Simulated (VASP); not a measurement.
Here is the system:

```yaml
crystal:
  lattice:
    - [1.96870, -3.40989, 0.00000]
    - [1.96870, 3.40989, 0.00000]
    - [0.00000, 0.00000, 6.17007]
  atoms:
    - { symbol: La, position: [0.33333, 0.66667, 0.24702] }
    - { symbol: La, position: [0.66667, 0.33333, 0.75298] }
    - { symbol: O, position: [0.00000, 0.00000, 0.00000] }
    - { symbol: O, position: [0.33333, 0.66667, 0.64574] }
    - { symbol: O, position: [0.66667, 0.33333, 0.35426] }
```

Method: PW91 GGA, VASP's PBE PAW potentials (set 64) (plane waves; VASP 6.6.1). Run with 520 eV cut-off, Gaussian smearing of 0.050 eV, potentials La O.

**Question.** Give the energies of bands 12 to 23 at the high-symmetry points, in eV from the valence-band maximum.

**Answer.** 
```
band      Γ      M      K      A      L      H
----  -----  -----  -----  -----  -----  -----
12    -2.32  -2.19  -1.58  -2.65  -2.92  -2.25
13    -2.32  -1.94  -1.58  -2.65  -2.10  -2.25
14    -2.17  -1.90  -1.57  -2.55  -1.48  -1.67
15    -2.17  -1.26  -1.28  -1.87  -1.14  -1.35
16    -2.06  -0.73  -1.28  -1.87  -0.97  -1.35
17    -1.62  -0.72  -0.79  -0.97  -0.94  -0.54
18    -0.35  -0.65  -0.79  -0.76  -0.68  -0.27
19    -0.35  -0.40  -0.77  -0.27  -0.35  -0.27
20    -0.10  -0.29  -0.11  -0.27   0.00  -0.22
21     4.23   3.83   3.85   4.58   4.33   4.20
22     4.58   4.61   4.67   4.67   4.54   4.77
23     4.58   5.02   4.67   4.67   4.92   4.81
```

The gap is indirect, 3.83 eV, from the valence maximum at L to the conduction minimum at M.

The compound is La2O3 in the a-type structure. It was relaxed first.
